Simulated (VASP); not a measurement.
# HfB2: formation energy of interstitial N, part 6 of 6

Aim: the formation energy and local structure of interstitial N in HfB2. The start is a cell from a database of measured crystal structures.

VASP 6.6.1, plane waves and PAW; the level of theory is named at each step.

So far, formation energy of the neutral defect (eV): step 8 (formation energies) 8.45.

## Step 9: Defect, other settings

This step: SCAN; plane waves and PAW (Hf, B, N) (VASP 6.6.1).

The run is repeated with some settings moved, to see what they change.

INCAR reads:

```
SYSTEM = Hf12B24N
PREC = Normal
ENCUT = 400
EDIFF = 1E-05
NELM = 120
ISMEAR = 1
SIGMA = 0.2
LREAL = Auto
ALGO = Normal
METAGGA = SCAN
LASPH = .TRUE.
NBANDS = 88
LORBIT = 11
LWAVE = .FALSE.
LCHARG = .FALSE.
KPAR = 4
ISYM = 0
```

POSCAR reads:

```
Hf12B24N
1.0
   -4.6810809556      2.7026233499      3.4706352879
    4.6810809556     -2.7026233499      3.4706352879
    4.6810809558      8.1078700497    -10.4119058637
Hf B N
12 24 1
Direct
    0.9735090892      0.9735090892      0.0000000000
    0.5264909108      0.5264909108      0.0000000000
    0.5011559939      0.0011559939      0.1674373326
    0.0011559939      0.5011559939      0.1674373326
    0.0000438986      0.0000438986      0.3343298555
    0.5029456779      0.5029456779      0.3343298555
    0.5000000000      0.0000000000      0.5000000000
    0.0000000000      0.5000000000      0.5000000000
    0.9970543221      0.9970543221      0.6656701445
    0.4999561014      0.4999561014      0.6656701445
    0.4988440061      0.9988440061      0.8325626674
    0.9988440061      0.4988440061      0.8325626674
    0.4242644809      0.5976707667      0.1739784192
    0.9214807792      0.0908698334      0.1707835409
    0.9264702774      0.5886457119      0.3383719931
    0.4189566337      0.0858499192      0.3349355143
    0.4164250298      0.5821993344      0.4995414547
    0.9178006656      0.0835749702      0.5004585453
    0.9113542881      0.5735297226      0.6616280069
    0.4141500808      0.0810433663      0.6650644857
    0.4091301666      0.5785192208      0.8292164591
    0.9023292333      0.0757355191      0.8260215808
    0.9155966726      0.5844033274      0.0000000000
    0.4222007209      0.0777992791      0.0000000000
    0.5976707667      0.4242644809      0.1739784192
    0.0908698334      0.9214807792      0.1707835409
    0.0858499192      0.4189566337      0.3349355143
    0.5886457119      0.9264702774      0.3383719931
    0.5821993344      0.4164250298      0.4995414547
    0.0835749702      0.9178006656      0.5004585453
    0.0810433663      0.4141500808      0.6650644857
    0.5735297226      0.9113542881      0.6616280069
    0.5785192208      0.4091301666      0.8292164591
    0.0757355191      0.9023292333      0.8260215808
    0.0777992791      0.4222007209      0.0000000000
    0.5844033274      0.9155966726      0.0000000000
    0.2500000000      0.2500000000      0.0000000000
```

KPOINTS reads:

```
Automatic mesh
0
Monkhorst-Pack
3 3 3
0 0 0
```

The projector-augmented-wave data sets are Hf, B and N (PBE family, release 64).

Started as:

```sh
$ mpirun -np 4 vasp_std
```

The program printed:

```text
[... set-up lines as in an earlier step ...]
 entering main loop
       N       E                     dE             d eps       ncg     rms          rms(c)
DAV:   1    -0.406579752106E+03   -0.40658E+03   -0.48066E+04  2464   0.106E+03
DAV:   2    -0.972244157874E+03   -0.56566E+03   -0.54035E+03  3064   0.213E+02
DAV:   3    -0.100402319511E+04   -0.31779E+02   -0.30906E+02  3160   0.485E+01
DAV:   4    -0.100465889703E+04   -0.63570E+00   -0.63076E+00  3080   0.704E+00
DAV:   5    -0.100467230834E+04   -0.13411E-01   -0.13391E-01  3104   0.953E-01    0.698E+01
DAV:   6    -0.971622230002E+03    0.33050E+02   -0.87019E+01  3040   0.211E+01    0.399E+01
DAV:   7    -0.972240182535E+03   -0.61795E+00   -0.12836E+01  3168   0.144E+01    0.109E+01
DAV:   8    -0.971500080157E+03    0.74010E+00   -0.51277E+00  3184   0.788E+00    0.212E+00
DAV:   9    -0.971538830853E+03   -0.38751E-01   -0.99646E-01  3008   0.298E+00    0.110E+00
DAV:  10    -0.971528682782E+03    0.10148E-01   -0.64672E-02  3176   0.894E-01    0.543E-01
DAV:  11    -0.971531331869E+03   -0.26491E-02   -0.43803E-02  3056   0.638E-01    0.264E-01
DAV:  12    -0.971530333458E+03    0.99841E-03   -0.37780E-03  3240   0.208E-01    0.146E-01
DAV:  13    -0.971530263073E+03    0.70385E-04   -0.34307E-03  3000   0.165E-01    0.509E-02
DAV:  14    -0.971530380076E+03   -0.11700E-03   -0.29401E-04  3048   0.637E-02    0.148E-02
DAV:  15    -0.971530395702E+03   -0.15626E-04   -0.17122E-05  2040   0.147E-02    0.715E-03
DAV:  16    -0.971530398338E+03   -0.26354E-05   -0.26451E-06  1648   0.579E-03
   1 F= -.97153040E+03 E0= -.97153666E+03  d E =0.187884E-01
```

Run time: 2.7 min. Hardware: 4 MPI ranks of Intel Xeon 6975P-C (Granite Rapids), shared host; peak memory 1.6 GiB; 8.5 min of CPU time.

From OUTCAR (step 9):

```text
   k-points           NKPTS =     14   k-points in BZ     NKDIM =     14   number of bands    NBANDS=     88

   NELECT =     125.0000    total number of electrons

 E-fermi :   8.2736

 k-point     1 :       0.0000    0.0000    0.0000
  band No.  band energies     occupation
    ...
     58       6.0003      2.00000
     59       6.0556      2.00000
     60       6.2158      2.00000
     61       6.7444      2.00000
     62       7.7251      2.00073
     63       8.4954     -0.06613
     64       8.5381     -0.06834
     65       9.7671     -0.00000
     66       9.8076     -0.00000
     67       9.9095     -0.00000
    ...

  Total       17.0316622     16.0279541     23.6036340     -0.8692211      0.0586404      0.0338589
  in kB       77.6849654     73.1068432    107.6610997     -3.9646990      0.2674710      0.1544373
  external PRESSURE =      86.1509694 kB  Pullay stress =       0.0000000 kB

 POSITION                                       TOTAL-FORCE (eV/Angst)
 -----------------------------------------------------------------------------------
      0.00000      0.00000      6.75739        -0.010012     -0.017341      0.041043
      0.00000      0.00000      3.65452         0.010005      0.017330     -0.041043
     -1.55675      2.70887     -0.00000         0.010601      0.018187      0.003667
      3.12433      0.00625     -0.00000         0.010452      0.018275      0.003672
      1.56503      2.71070     -3.48071         0.026928      0.046640      0.026678
      1.56503      2.71070      0.01007         0.020934      0.036260     -0.107885
      0.00000      5.40525     -3.47064         0.000609     -0.000352      0.000001
      4.68108      2.70262     -3.47064        -0.000611      0.000350      0.000000
      3.11606      5.39717     -0.01007        -0.020929     -0.036251      0.107872
      3.11606      5.39717     -3.46056        -0.026923     -0.046633     -0.026665
      6.23783      5.39900     -3.47064        -0.010460     -0.018293     -0.003671
      1.55675      8.10162     -3.47064        -0.010612     -0.018205     -0.003670
      1.62614      0.94194      1.73532         0.063052      0.034625     -0.002142
     -3.08871      3.62952      1.73532         0.034947     -0.006311      0.005744
      0.00256      3.65649      1.73532        -0.042351     -0.032388     -0.004271
      0.00856      3.61588     -1.73532         0.031504     -0.022791      0.000215
      3.11440      3.60219     -1.73532        -0.030736     -0.035504      0.001147
     -1.56239      6.31225     -1.73532         0.015382      0.044374     -0.001148
      1.51575      6.27741     -1.73532         0.006872      0.052856      0.004272
      1.55392      6.29252     -5.20595         0.035490     -0.015889     -0.000215
      4.67455      6.26538     -5.20595         0.022938     -0.027114     -0.005743
     -0.00268      8.93125     -5.20595         0.001542     -0.071952      0.002142
     -1.55034      0.89509      5.20595        -0.075248      0.043445     -0.000000
     -1.61217      0.93079      1.73532        -0.035511      0.020619     -0.000001
[...]
-----------------------------------------------------------------------------------
    total drift:                               -0.000001     -0.000008     -0.000005

  FREE ENERGIE OF THE ION-ELECTRON SYSTEM (eV)
  ---------------------------------------------------
  free  energy   TOTEN  =      -971.5303983375 eV

  energy  without entropy=     -971.5491867397  energy(sigma->0) =     -971.53666114

[... 3 parts as in an earlier step ...]

[... 10 further parts left out ...]
```

Settings moved on purpose: a k-mesh of 3×3×3 in place of 5×5×5. The run ended without an error; the comparison shows what it cost.

This is a single point on the relaxed geometry, 1.0 meV an atom from the last step of the relaxation.

## Step 10: Outcome

| Item | Value |
| --- | --- |
| formation energy at charge 0 | 8.452 eV |
| host formation enthalpy | -1.06 eV/atom |

Interstitial N costs 8.45 eV at the one site run, which need not be the lowest, with every exchanged atom at the energy of its element. N hardly moves from its start, within the 8 symmetry operations kept, and its nearest atoms are 6 B and 2 Hf at 1.86 to 1.92 Å. With metallic smearing the value can move by tenths of an eV with the k mesh. The supercell of 36 atoms is small, so interactions between images remain.

[Lines on the potential files, build, host, timing and source positions are cut from VASP's logs without a mark.]

[Logs are printed without paths, hosts, clocks, repeated set-up lines and the standing remarks that a program may print on its own settings, such as how far it seeks lower states.]

[Hosts, paths, dates, database ids (printed as entryN), source tags and the programs' standing remarks are cut or masked in the printed files.]

[In band tables of VASP the shares of atoms and orbitals are scaled to a sum of 1 inside the atoms' spheres.]

[Runs that stopped without an error message from VASP are left out.]
